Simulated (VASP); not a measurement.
VASP input:

File KPOINTS:
```
Automatic mesh
0
Gamma
10 10 4
0 0 0
```

**POSCAR**
```
CuF
1
    2.4932371857     0.0000000000     0.0000000000
   -1.2466185928     2.1592069861    -0.0000000000
   -0.0000000000    -0.0000000000     6.6792399902
Cu F
2 2
Direct
  0.3333330000   0.6666670000   0.0498954912
  0.6666670000   0.3333330000   0.5498954912
  0.3333330000   0.6666670000   0.3251045088
  0.6666670000   0.3333330000   0.8251045088
```

**INCAR**
```
ALGO  =  Normal
EDIFF  =  1E-6
EDIFFG  =  -0.02
ENCUT  =  620
GGA  =  PS
IBRION  =  2
ISIF  =  3
ISMEAR  =  0
LASPH  =  .TRUE.
LCHARG  =  .FALSE.
LMAXMIX  =  4
LREAL  =  .FALSE.
LWAVE  =  .FALSE.
NELM  =  100
NSW  =  40
PREC  =  Accurate
PSTRESS  =  300
SIGMA  =  0.05
SYSTEM  =  CuF
```

POTCAR, in this order: Cu F (PBE.64 set). Program: vasp_std.

Task: Write an equivalent input for Quantum ESPRESSO's pw.x.

Result: One equivalent input (not run):
```
&CONTROL
  calculation = 'vc-relax'
  pseudo_dir = './pseudo'
  outdir = './out'
  tprnfor = .true.
  tstress = .true.
  nstep = 40
  forc_conv_thr = 0.00078
/
&SYSTEM
  ibrav = 0
  nat = 4
  ntyp = 2
  ecutwfc = 92
  occupations = 'smearing'
  smearing = 'gaussian'
  degauss = 0.003675
  input_dft = 'pbesol'
/
&ELECTRONS
  conv_thr = 7.3e-08
  electron_maxstep = 100
/
&IONS
/
&CELL
  press = 300
/
ATOMIC_SPECIES
  Cu 63.546 Cu.upf
  F 18.998 F.upf
CELL_PARAMETERS angstrom
     2.4932372    0.0000000    0.0000000
    -1.2466186    2.1592070   -0.0000000
    -0.0000000   -0.0000000    6.6792400
ATOMIC_POSITIONS crystal
  Cu   0.3333330  0.6666670  0.0498955
  Cu   0.6666670  0.3333330  0.5498955
  F    0.3333330  0.6666670  0.3251045
  F    0.6666670  0.3333330  0.8251045
K_POINTS automatic
  10 10 4 0 0 0
```
What does not carry over: the potentials are each code's own (VASP's PAW set, PseudoDojo norm-conserving files in pw.x), so ENCUT and ecutwfc are chosen apart and not converted; conv_thr bounds pw.x's estimated SCF error, while EDIFF bounds the energy change between steps; forc_conv_thr acts on force components and is met together with etot_conv_thr.

The structure was generated: CuF was put into the wurtzite type (P6_3mc), which need not be its known phase. It was relaxed first under an external pressure of 30 GPa.
